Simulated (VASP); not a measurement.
A run of VASP 6.6.1:

The input INCAR:

```
SYSTEM = BAs
PREC = Accurate ; ENCUT = 520
EDIFF = 1E-7 ; ISMEAR = 0
SIGMA = 0.02 ; LREAL = .False.
LASPH = .True. ; NELM = 60
ALGO = Normal ; ISIF = 2
LWAVE = .False. ; LCHARG = .False.
GGA = PE ; NBANDS = 11
```

KPOINTS

```
regular mesh
0
Gamma
  8 8 8
  0 0 0
```

POSCAR

```
BAs                                     
1.0
    0.0000000000      2.4320560489      2.4320560489
    2.4320560489      0.0000000000      2.4320560489
    2.4320560489      2.4320560489      0.0000000000
  B               As            
     1     1
Direct
     0.0000000000000000    0.0000000000000000    0.0000000000000000
     0.2500000000000000    0.2500000000000000    0.2500000000000000
```

Potentials or basis: VASP PAW PBE potentials, release 64 (B, As).

Command:

```console
$ cat potpaw_PBE.64/B/POTCAR potpaw_PBE.64/As/POTCAR > POTCAR
$ mpirun -np 1 vasp_std > vasp.out
```

Hardware: 1 thread of Intel(R) Xeon(R) Platinum 8375C CPU @ 2.90GHz (Ice Lake), on a shared host.

Problem. Estimate the wall time of this run.

Solution. Run time: 10 s on 1 thread of Intel(R) Xeon(R) Platinum 8375C CPU @ 2.90GHz (Ice Lake), on a shared host, peak memory 0.15 GiB. Counts: scf iterations 13, k points 29.
